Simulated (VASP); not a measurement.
# Mg6TiCu (Amm2) in VASP: notebook

One crystal, Mg6TiCu, is run at these levels: LDA, r2SCAN+rVV10, BEEF-vdW; tasks: single point.

Program: VASP 6.6.1. These are calculated values, not measurements. Logs are shortened: lines on timing, memory, paths and dates and some standing lists are left out, and cuts for length are marked.

## (1) The crystal as given

It takes space group Amm2 (No. 38, orthorhombic). The conventional cell has a = 4.854 Å, b = 6.145 Å, c = 10.812 Å, α = 90.00°, β = 90.00°, γ = 90.00°. Cu (site symmetry mm2) is surrounded by 2 Ti at 2.85 Å and 8 Mg at 2.90 to 3.08 Å. Around Ti (site symmetry mm2) lie 2 Cu at 2.85 Å and 10 Mg at 2.99 to 3.23 Å. Mg (site symmetry mm2) has 10 Mg at 3.02 to 3.15 Å and 2 Ti at 3.08 Å as nearest neighbours. Mg (site symmetry m) has 8 Mg at 2.96 to 3.19 Å and 2 Ti at 2.99 to 3.23 Å and 2 Cu at 3.05 Å as nearest neighbours. Around Mg (site symmetry mm2) lie 10 Mg at 3.02 to 3.13 Å and 2 Cu at 3.08 Å. Around Mg (site symmetry m) lie 2 Cu at 2.90 to 3.32 Å and 8 Mg at 2.98 to 3.17 Å and 2 Ti at 3.01 Å.

The cell comes from a database or a generator and needn't be the stable form of this composition.

## (2) Single point, LDA

File INCAR:

```
SYSTEM = Mg6TiCu
PREC = Accurate
ENCUT = 520
EDIFF = 1E-7
ISMEAR = 0
SIGMA = 0.02
LREAL = .FALSE.
LASPH = .TRUE.
NELM = 60
ALGO = Normal
ISIF = 2
LWAVE = .FALSE.
LCHARG = .FALSE.
GGA = CA
NBANDS = 28
```

File KPOINTS:

```
regular mesh
0
G
  6 5 5
  0 0 0
```

File POSCAR:

```
Mg6TiCu
1.0
    4.8544960000      0.0000000000      0.0000000000
    0.0000000000      3.0726120000      5.4061960000
    0.0000000000     -3.0726120000      5.4061960000
Cu Ti Mg
1 1 6
Cartesian
    0.0000000000      0.0000000000      8.8247067291
    2.4272480000      0.0000000000      7.3270066264
    2.4272480000      0.0000000000      1.7954733783
    2.4272480000     -1.5947286446      4.5157090197
    2.4272480000      1.5947286446      4.5157090197
    0.0000000000      0.0000000000      3.5875084160
    0.0000000000     -1.4890000656      6.3417274054
    0.0000000000      1.4890000656      6.3417274054
```

Potentials or basis: VASP PAW LDA potentials, release 54 (Cu, Ti_sv, Mg).

Started as:

```sh
$ cat potpaw_LDA.54/Cu/POTCAR potpaw_LDA.54/Ti_sv/POTCAR potpaw_LDA.54/Mg/POTCAR > POTCAR
$ mpirun -np 1 vasp_std > vasp.out
```

OUTCAR:

```text
SYSTEM = Mg6TiCu
   PREC = Accurate
   ENCUT = 520
   EDIFF = 1E-7
   ISMEAR = 0
   LREAL = .FALSE.
   LASPH = .TRUE.
   NELM = 60
   ISIF = 2
   GGA = CA

 ion  position               nearest neighbor table
   1  0.000  0.816  0.816-   2 2.85   2 2.85   8 2.90   7 2.90   5 3.05   4 3.05   4 3.05   5 3.05
                             6 3.08   6 3.08
   2  0.500  0.678  0.678-   1 2.85   1 2.85   5 2.99   4 2.99   8 3.01   7 3.01   7 3.01   8 3.01
                             3 3.08   3 3.08   4 3.23   5 3.23
   3  0.500  0.166  0.166-   6 3.02   6 3.02   8 3.02   7 3.02   7 3.02   8 3.02   4 3.07   5 3.07
                             2 3.08   2 3.08   5 3.15   4 3.15
   4  0.500  0.158  0.677-   5 2.96   2 2.99   7 3.04   7 3.04   1 3.05   1 3.05   6 3.05   6 3.05
                             3 3.07   3 3.15   5 3.19   2 3.23
   5  0.500  0.677  0.158-   4 2.96   2 2.99   8 3.04   8 3.04   1 3.05   1 3.05   6 3.05   6 3.05
                             3 3.07   3 3.15   4 3.19   2 3.23
   6  0.000  0.332  0.332-   3 3.02   3 3.02   5 3.05   4 3.05   4 3.05   5 3.05   1 3.08   1 3.08
                             8 3.09   7 3.09   8 3.13   7 3.13
   7  0.000  0.344  0.829-   1 2.90   8 2.98   2 3.01   2 3.01   3 3.02   3 3.02   4 3.04   4 3.04
                             6 3.09   6 3.13   8 3.17
   8  0.000  0.829  0.344-   1 2.90   7 2.98   2 3.01   2 3.01   3 3.02   3 3.02   5 3.04   5 3.04
                             6 3.09   6 3.13   7 3.17

  LATTYP: Found a base centered orthorhombic cell.
 ALAT       =     6.1452240000
 B/A-ratio  =     1.7594789059
 C/A-ratio  =     0.7899624163

  Lattice vectors:

 A1 = (   0.0000000000,   3.0726120000,  -5.4061960000)
 A2 = (   0.0000000000,   3.0726120000,   5.4061960000)
 A3 = (   4.8544960000,   0.0000000000,   0.0000000000)

Analysis of symmetry for initial positions (statically):
=====================================================================
 Subroutine PRICEL returns:
 Original cell was already a primitive cell.

 Routine SETGRP: Setting up the symmetry group for a
 base centered orthorhombic supercell.

 Subroutine GETGRP returns: Found  4 space group operations
 (whereof  4 operations were pure point group operations)
 out of a pool of  8 trial point group operations.

The static configuration has the point symmetry C_2v.

Analysis of symmetry for dynamics (positions and initial velocities):
=====================================================================
 Subroutine PRICEL returns:
 Original cell was already a primitive cell.

 Routine SETGRP: Setting up the symmetry group for a
 base centered orthorhombic supercell.

 Subroutine GETGRP returns: Found  4 space group operations
[... 125 lines left out ...]
   PSTRESS=    0.0 pullay stress
   NELECT =      35.0000    total number of electrons
   NUPDOWN=      -1.0000    fix difference up-down
   EMIN   =  10.00;   EMAX   =-10.00  energy-range for DOS
   EFERMI =   0.00;   METHOD = LEGACY
   ISMEAR =     0;   SIGMA  =   0.02  broadening in eV -4-tet -1-fermi 0-gaus
   EFERMI_NEDOS =   21; number of points for ismear=-14 and -15
   IALGO  =     38    algorithm
   IMIX   =      4    mixing-type and parameters
     AMIX     =   0.40;   BMIX     =  1.00
     AMIX_MAG =   1.60;   BMIX_MAG =  1.00
  volume/ion in A,a.u.               =      20.16       136.04
  Fermi-wavevector in a.u.,A,eV,Ry     =   0.983799  1.859110 13.168536  0.967860
  Thomas-Fermi vector in A             =   2.114984
   LORBIT       =      0    0 simple, 1 ext, 2 COOP (PROOUT), +10 PAW based schemes
   GGA     = CA    functional components
   LHFCALC =     F    Hartree Fock is set to
   AEXX    =    0.0000 exact exchange contribution
   IVDW    =     0    specifies the selected vdW correction
   LEPSILON=     F    determine dielectric tensor
   LRPA    =     F    only Hartree local field effects (RPA)
 non-spin polarized calculation
 Gauss-broadening in eV      SIGMA  =   0.02
  energy-cutoff  :      520.00
  volume of cell :      161.28
 maximum number of plane-waves:      4370
   NGX = 19   NGY = 23   NGZ = 23

 number of electron      35.0000006 magnetization

 Free energy of the ion-electron system (eV)
  ---------------------------------------------------
  ext. energy  EPLUGINS =         0.00000000
  ---------------------------------------------------
  free energy    TOTEN  =       -23.16835812 eV

  energy without entropy =      -23.16648319  energy(sigma->0) =      -23.16742065

 E-fermi :   3.4195     XC(G=0):  -9.4907

 val. band max:        3.4185694223   @ k =   0.5000   0.0000   0.0000
 cond. band min:       3.4259629695   @ k =   0.5000  -0.4000   0.2000
 fundamental gap:      0.0073935472
 Fermi energy:         3.4195247245

 k-point     1 :       0.0000    0.0000    0.0000
  band No.  band energies     occupation
      1     -53.0502      2.00000
      2     -29.7600      2.00000
      3     -29.6777      2.00000
      4     -29.6180      2.00000
      5      -3.6146      2.00000
      6       0.2518      2.00000
[... 733 lines left out ...]
     27       8.3788      0.00000
     28       8.6999      0.00000

 [... further k-points ...]

------------------------ aborting loop because EDIFF is reached ----------------------------------------

  FORCE on cell =-STRESS in cart. coord.  units (eV):
  Direction    XX          YY          ZZ          XY          YZ          ZX
  --------------------------------------------------------------------------------------
  -------------------------------------------------------------------------------------
  Total       -4.6008656     -4.0520104     -3.7745694      0.0000000      0.0000000      0.0000000
  in kB      -45.7063436    -40.2538556    -37.4976757      0.0000000      0.0000000      0.0000000
  external PRESSURE =     -41.1526250 kB  Pullay stress =       0.0000000 kB

 VOLUME and BASIS-vectors are now :
 -----------------------------------------------------------------------------
  energy-cutoff  :      520.00
  volume of cell :      161.28
      direct lattice vectors                 reciprocal lattice vectors
     4.854496000  0.000000000  0.000000000     0.205994608  0.000000000  0.000000000
     0.000000000  3.072612000  5.406196000     0.000000000  0.162727998  0.092486473
     0.000000000 -3.072612000  5.406196000     0.000000000 -0.162727998  0.092486473

 POSITION                                       TOTAL-FORCE (eV/Angst)
 -----------------------------------------------------------------------------------
      0.00000      0.00000      8.82471         0.000000      0.000000     -0.249573
      2.42725      0.00000      7.32701         0.000000      0.000000      0.206661
      2.42725      0.00000      1.79547         0.000000      0.000000      0.000348
      2.42725     -1.59473      4.51571         0.000000     -0.032147      0.007339
      2.42725      1.59473      4.51571         0.000000      0.032147      0.007339
      0.00000      0.00000      3.58751         0.000000      0.000000     -0.025808
      0.00000     -1.48900      6.34173         0.000000      0.040596      0.026847
      0.00000      1.48900      6.34173         0.000000     -0.040596      0.026847
 -----------------------------------------------------------------------------------
    total drift:                                0.000000      0.000000     -0.001030

  FREE ENERGIE OF THE ION-ELECTRON SYSTEM (eV)
  ---------------------------------------------------
  free  energy   TOTEN  =       -23.1683581225 eV

  energy  without entropy=      -23.1664831871  energy(sigma->0) =      -23.16742065
```

OSZICAR:

```text
N       E                     dE             d eps       ncg     rms          rms(c)
DAV:   1     0.220216245165E+03    0.22022E+03   -0.13967E+04  2032   0.114E+03
DAV:   2    -0.455902385251E+01   -0.22478E+03   -0.21358E+03  2028   0.290E+02
DAV:   3    -0.245042879085E+02   -0.19945E+02   -0.19260E+02  3452   0.836E+01
DAV:   4    -0.260112110168E+02   -0.15069E+01   -0.14837E+01  2860   0.167E+01
[... 10 lines left out ...]
DAV:  15    -0.231683678119E+02   -0.28053E-04   -0.29617E-04  2980   0.138E-01    0.216E-02
DAV:  16    -0.231683607139E+02    0.70980E-05   -0.13377E-05  3168   0.480E-02    0.146E-02
DAV:  17    -0.231683592175E+02    0.14964E-05   -0.30932E-06  3172   0.245E-02    0.909E-03
DAV:  18    -0.231683581657E+02    0.10517E-05   -0.37930E-06  3164   0.204E-02    0.169E-03
DAV:  19    -0.231683581225E+02    0.43231E-07   -0.22647E-07  1784   0.721E-03
   1 F= -.23168358E+02 E0= -.23167421E+02  d E =-.187494E-02
```

stdout:

```text
POSCAR found type information on POSCAR CuTiMg
 POSCAR found :  3 types and       8 ions
 scaLAPACK will be used
 LDA part: xc-table for (Slater(with rela. corr.)+CA(PZ))
 , standard interpolation
 POSCAR, INCAR and KPOINTS ok, starting setup
 FFT: planning ... GRIDC
 FFT: planning ... GRID_SOFT
 FFT: planning ... GRID
 WAVECAR not read
 entering main loop
```

Run time: 3.8 min. Hardware: 1 thread of Intel Xeon Platinum 8559C (Emerald Rapids), shared host; peak memory 0.33 GiB.

What came out:

```yaml
Free_energy: -23.1684 eV
Pressure: -4.1 GPa
Largest_force: 0.250 eV/Å
Band_gap_on_the_k_mesh: none (metal or under the smearing width)
```

Forces in eV/Å, atoms in the order of the input:
```
Cu   0.000  0.000 -0.250
Ti   0.000  0.000  0.207
Mg   0.000  0.000  0.000
Mg   0.000 -0.032  0.007
Mg   0.000  0.032  0.007
Mg   0.000  0.000 -0.026
Mg   0.000  0.041  0.027
Mg   0.000 -0.041  0.027
```

Levels at points of the mesh, in eV from the Fermi level:
```csv
k point,band 13,band 14,band 15,band 16,band 17,band 18,band 19,band 20,band 21,band 22
"(0.00, 0.00, 0.00)",-2.06,-1.75,-1.53,-1.48,-1.05,-0.25,0.12,0.19,1.07,1.22
"(0.50, 0.00, 0.00)",-1.15,-1.06,-1.01,-0.91,-0.89,-0.55,-0.27,-0.20,0.00,0.24
```

## (3) Single point, LDA

File run.py:

```python
from ase.calculators.vasp import Vasp
from ase.dft.bandgap import bandgap
from ase.spacegroup import crystal

atoms = crystal(
    ['Cu', 'Ti', 'Mg', 'Mg', 'Mg', 'Mg'],
    basis=[[0.0, 0.5, 0.316166], [0.5, 0.5, 0.177649], [0.5, 0.0, 0.166057], [0.5, 0.740493, 0.417642], [0.0, 0.0, 0.331796], [0.0, 0.257698, 0.086524]],
    spacegroup=38,
    setting=1,
    cellpar=[4.854496, 6.145224, 10.812392, 90.0, 90.0, 90.0],
    primitive_cell=True,
)
calc = Vasp(
    directory='calc',
    xc='lda',
    pp='LDA',
    setups='recommended',
    pp_version='54',
    prec='Accurate',
    encut=520,
    ediff=1e-06,
    ismear=0,
    sigma=0.02,
    lreal=False,
    lasph=True,
    nelm=80,
    algo='Normal',
    isif=2,
    lwave=False,
    lcharg=False,
    kpts=[5, 5, 6],
    gamma=True,
    nbands=28,
)
atoms.calc = calc

print('energy (eV):', atoms.get_potential_energy())
print('free energy (eV):', atoms.get_potential_energy(force_consistent=True))
print('forces (eV/A):')
print(atoms.get_forces())
print('stress (eV/A^3, Voigt):', atoms.get_stress())
print('Fermi level (eV):', calc.get_fermi_level())
gap, top, bottom = bandgap(calc)
print('band gap (eV):', gap, 'from (spin, k, band)', top, 'to', bottom)
```

Potentials or basis: VASP PAW LDA potentials, release 54 (Mg, Cu, Ti_sv).

Started as:

```sh
$ python run.py
```

It took 3.9 min on 1 thread of Intel Xeon Platinum 8559C (Emerald Rapids), shared host; peak memory 0.33 GiB.

The run converged. Its results:

* Free energy: -23.1684 eV
* Pressure: -4.1 GPa
* Largest force: 0.249 eV/Å
* Band gap on the k mesh: none (metal or under the smearing width)

Forces on the atoms (eV/Å):
```
Mg   0.000  0.000  0.000
Mg   0.000 -0.032  0.007
Mg   0.000  0.032  0.007
Mg   0.000  0.000 -0.026
Cu   0.000  0.000 -0.249
Ti   0.000  0.000  0.207
Mg   0.000  0.041  0.027
Mg   0.000 -0.041  0.027
```

Stress tensor (GPa, compression positive):
```
-4.59  0.00  0.00
 0.00 -4.05  0.00
 0.00  0.00 -3.77
```

Levels at points of the mesh, in eV from the Fermi level:
```csv
k point,band 14,band 15,band 16,band 17,band 18,band 19,band 20,band 21
"(0.00, 0.00, 0.00)",-1.75,-1.53,-1.48,-1.05,-0.25,0.12,0.19,1.07
"(0.00, 0.00, 0.50)",-1.06,-1.01,-0.91,-0.89,-0.55,-0.27,-0.20,0.00
```

## (4) Single point, r2SCAN+rVV10

run.py: that of step 3 with these lines changed.

```diff
@@ -14,14 +14,13 @@
     directory='calc',
-    xc='lda',
-    pp='LDA',
+    xc='r2scan+rvv10',
+    pp='PBE',
     setups='recommended',
-    pp_version='54',
     prec='Accurate',
-    encut=520,
-    ediff=1e-06,
-    ismear=0,
-    sigma=0.02,
+    encut=350,
+    ediff=1e-08,
+    ismear=1,
+    sigma=0.2,
     lreal=False,
     lasph=True,
-    nelm=80,
+    nelm=100,
     algo='Normal',
@@ -30,2 +29,3 @@
     lcharg=False,
+    lmixtau=True,
     kpts=[5, 5, 6],
```

Potentials or basis: VASP PAW PBE potentials, release 64 (Mg, Cu, Ti_sv).

Started as:

```sh
$ python run.py
```

Run time: 10 min. Hardware: 1 thread of Intel Xeon Platinum 8559C (Emerald Rapids), shared host; peak memory 0.44 GiB.

These settings aren't checked as converged (typed here: EDIFF = 1e-08; ENCUT = 350): the numbers below hold their error.

Results:

```yaml
Free_energy: -46.2468 eV
Pressure: -1.7 GPa
Largest_force: 0.208 eV/Å
Band_gap_on_the_k_mesh: none (metal or under the smearing width)
```

Caveat: the cutoff is under 1.25 times the usual one of these potentials, so pressure, stress and relaxed cells hold a basis-set (Pulay) error; the PAW data sets were made with another functional, which shifts forces and pressure a little.

## (5) Single point, BEEF-vdW

File run.py:

```python
from ase.calculators.vasp import Vasp
from ase.dft.bandgap import bandgap
from ase.io import read

atoms = read('POSCAR')
calc = Vasp(
    directory='calc',
    xc='beef-vdw',
    pp='PBE',
    setups='recommended',
    prec='Accurate',
    encut=520,
    ediff=1e-06,
    ismear=0,
    sigma=0.05,
    lreal=False,
    lasph=True,
    nelm=80,
    algo='Fast',
    isif=2,
    lwave=False,
    lcharg=True,
    lelf=True,
    lvhar=True,
    kpts=[6, 5, 5],
    gamma=True,
    nbands=28,
)
atoms.calc = calc

print('energy (eV):', atoms.get_potential_energy())
print('free energy (eV):', atoms.get_potential_energy(force_consistent=True))
print('forces (eV/A):')
print(atoms.get_forces())
print('stress (eV/A^3, Voigt):', atoms.get_stress())
print('Fermi level (eV):', calc.get_fermi_level())
gap, top, bottom = bandgap(calc)
print('band gap (eV):', gap, 'from (spin, k, band)', top, 'to', bottom)
```

File POSCAR:

```
Mg6TiCu
1.0
    4.8544960000      0.0000000000      0.0000000000
    0.0000000000      3.0726120000      5.4061960000
    0.0000000000     -3.0726120000      5.4061960000
Cu Ti Mg
1 1 6
Direct
    0.0000000000      0.8161660000      0.8161660000
    0.5000000000      0.6776490000      0.6776490000
    0.5000000000      0.1660570000      0.1660570000
    0.5000000000      0.1581350000      0.6771490000
    0.5000000000      0.6771490000      0.1581350000
    0.0000000000      0.3317960000      0.3317960000
    0.0000000000      0.3442220000      0.8288260000
    0.0000000000      0.8288260000      0.3442220000
```

Potentials or basis: VASP PAW PBE potentials, release 64 (Cu, Ti_sv, Mg).

Started as:

```sh
$ python run.py
```

The log of the run:

```text
<dir> UserWarning: vdW has been enabled, however no location for the vdw_kernel.bindat file has been specified. Set ASE_VASP_VDW environment variable to copy the vdW kernel.
  warnings.warn(
energy (eV): -5.7610297
free energy (eV): -5.76539761
forces (eV/A):
[[ 0.          0.         -0.0125777 ]
 [ 0.          0.          0.04459393]
 [ 0.          0.          0.00444316]
 [ 0.          0.05231156  0.06288425]
 [ 0.         -0.05231156  0.06288425]
 [ 0.          0.         -0.00186278]
 [ 0.         -0.04789326 -0.08018256]
 [ 0.          0.04789326 -0.08018256]]
stress (eV/A^3, Voigt): [-1.60011266e-04  8.47764524e-05 -2.11120520e-03 -0.00000000e+00
 -0.00000000e+00 -0.00000000e+00]
Fermi level (eV): 3.4518966
band gap (eV): 0.0 from (spin, k, band) (None, None, None) to (None, None, None)
```

OUTCAR:

```text
ENCUT = 520.000000
   EDIFF = 1.00e-06
   GGA = BF
   PREC = Accurate
   ISIF = 2
   ISMEAR = 0
   NELM = 80
   LASPH = .TRUE.
   LREAL = .FALSE.

 ion  position               nearest neighbor table
   1  0.000  0.816  0.816-   2 2.85   2 2.85   8 2.90   7 2.90   5 3.05   4 3.05   4 3.05   5 3.05
                             6 3.08   6 3.08
   2  0.500  0.678  0.678-   1 2.85   1 2.85   5 2.99   4 2.99   8 3.01   7 3.01   7 3.01   8 3.01
                             3 3.08   3 3.08   4 3.23   5 3.23
[... 984 lines left out ...]
     0.000000000 -3.072612000  5.406196000     0.000000000 -0.162727998  0.092486473

 POSITION                                       TOTAL-FORCE (eV/Angst)
 -----------------------------------------------------------------------------------
      0.00000      0.00000      8.82471         0.000000      0.000000     -0.012578
      2.42725      0.00000      7.32701         0.000000      0.000000      0.044594
      2.42725      0.00000      1.79547         0.000000      0.000000      0.004443
      2.42725     -1.59473      4.51571         0.000000      0.052312      0.062884
      2.42725      1.59473      4.51571         0.000000     -0.052312      0.062884
      0.00000      0.00000      3.58751         0.000000      0.000000     -0.001863
      0.00000     -1.48900      6.34173         0.000000     -0.047893     -0.080183
      0.00000      1.48900      6.34173         0.000000      0.047893     -0.080183
 -----------------------------------------------------------------------------------
    total drift:                                0.000000      0.000000     -0.000748

  FREE ENERGIE OF THE ION-ELECTRON SYSTEM (eV)
  ---------------------------------------------------
  free  energy   TOTEN  =        -5.7653976106 eV

  energy  without entropy=       -5.7566617926  energy(sigma->0) =       -5.76102970

Total vdW correction in eV:      8.6546469
```

INCAR:

```text
ENCUT = 520.000000
SIGMA = 0.050000
ZAB_VDW = -1.886700
EDIFF = 1.00e-06
ALGO = Fast
GGA = BF
PREC = Accurate
ISIF = 2
ISMEAR = 0
NBANDS = 28
NELM = 80
LASPH = .TRUE.
LCHARG = .TRUE.
LELF = .TRUE.
LUSE_VDW = .TRUE.
LVHAR = .TRUE.
LWAVE = .FALSE.
LREAL = .FALSE.
```

Run time: 8.9 min. Hardware: 1 thread of Intel Xeon Platinum 8559C (Emerald Rapids), shared host; peak memory 0.77 GiB.

Results:

```
Free energy            : -5.7654 eV
Pressure               : 0.1 GPa
Largest force          : 0.093 eV/Å
Band gap on the k mesh : none (metal or under the smearing width)
```

Forces on the atoms (eV/Å):
```
Cu   0.000  0.000 -0.013
Ti   0.000  0.000  0.045
Mg   0.000  0.000  0.004
Mg   0.000  0.052  0.063
Mg   0.000 -0.052  0.063
Mg   0.000  0.000 -0.002
Mg   0.000 -0.048 -0.080
Mg   0.000  0.048 -0.080
```

Caveat: the PAW data sets were made with another functional, which shifts forces and pressure a little.

## (6) The runs side by side

| level | potentials or basis | k mesh | smearing | gap on the mesh (eV) | pressure (GPa) | largest force (eV/Å) |
| --- | --- | --- | --- | --- | --- | --- |
| LDA | VASP PAW LDA potentials, release 54 (Cu, Ti_sv, Mg) | 6 × 5 × 5 | gaussian 0.02 eV | none | -4.1 | 0.25 |
| LDA | VASP PAW LDA potentials, release 54 (Mg, Cu, Ti_sv) | 5 × 5 × 6 | gaussian 0.02 eV | none | -4.1 | 0.25 |
| BEEF-vdW | VASP PAW PBE potentials, release 64 (Cu, Ti_sv, Mg) | 6 × 5 × 5 | gaussian 0.05 eV | none | 0.1 | 0.09 |

Alike in all rows: task single point; no spin polarisation; cell as given; cutoff (eV) 520.

Caveats: the PAW data sets were made with another functional, which shifts forces and pressure a little (some runs).

Absolute energies hang on the potentials; compare differences alone.
